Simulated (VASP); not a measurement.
An input for Ansatz (written as the equivalent of a VASP run, and not itself run):

Ansatz 0.2 input:
```yaml
crystal:
  lattice:
    - [0.0000000, 2.1105985, 2.1105985]
    - [2.1105985, 0.0000000, 2.1105985]
    - [2.1105985, 2.1105985, 0.0000000]
  atoms:
    - { symbol: V, position: [0.0000000, 0.0000000, 0.0000000] }
    - { symbol: N, position: [0.5000000, 0.5000000, 0.5000000] }
kpoints:
  mp_grid: { grid: [15, 15, 15] }
hamiltonian:
  xc: revpbe
  pseudopotentials: { kind: paw }
scf:
  occupations: { method: methfessel_paxton, width: 0.1 }
  max_iter: 100
output: { forces: true, stress: true, eigenvalues: true }
```

Translate this input to VASP (INCAR, KPOINTS, POSCAR, choice of POTCAR).

One answer among several that fit: 
**INCAR**
```
# general
SYSTEM   =  VN
PREC     =  Accurate
ENCUT    =  520
LREAL    =  .False.
LASPH    =  .True.

# electronic loop
EDIFF    =  1E-7
NELM     =  100   # most electronic steps
ALGO     =  Normal
LMAXMIX  =  4   # l cut-off of mixed one-centre charges

# smearing
ISMEAR   =  1
SIGMA    =  0.1   # width (eV)

# functional
GGA      =  RE

# ions
ISIF     =  2   # forces and stress, cell fixed

# output
LWAVE    =  .False.
LCHARG   =  .False.
```

**POSCAR**
```
VN
1
    0.0000000000     2.1105985424     2.1105985424
    2.1105985424     0.0000000000     2.1105985424
    2.1105985424     2.1105985424     0.0000000000
V N
1 1
Direct
  0.0000000000   0.0000000000   0.0000000000
  0.5000000000   0.5000000000   0.5000000000
```

**KPOINTS**
```
kpoints
0
G
 15 15 15
```

POTCAR, in this order: V_sv N (PBE.64 set). Program: vasp_std.

What does not carry over: each code has its own PAW files, so the cut-off isn't converted (ENCUT is set for VASP's; basis.ecutwfc is left out, and Ansatz then takes the one that its files recommend); Ansatz stops its SCF on the density residual and VASP on the energy change (EDIFF).

The compound is VN in the rock salt structure, which distorts at low temperature. This cell is one point of a volume scan, at 1.06 of the reference volume.
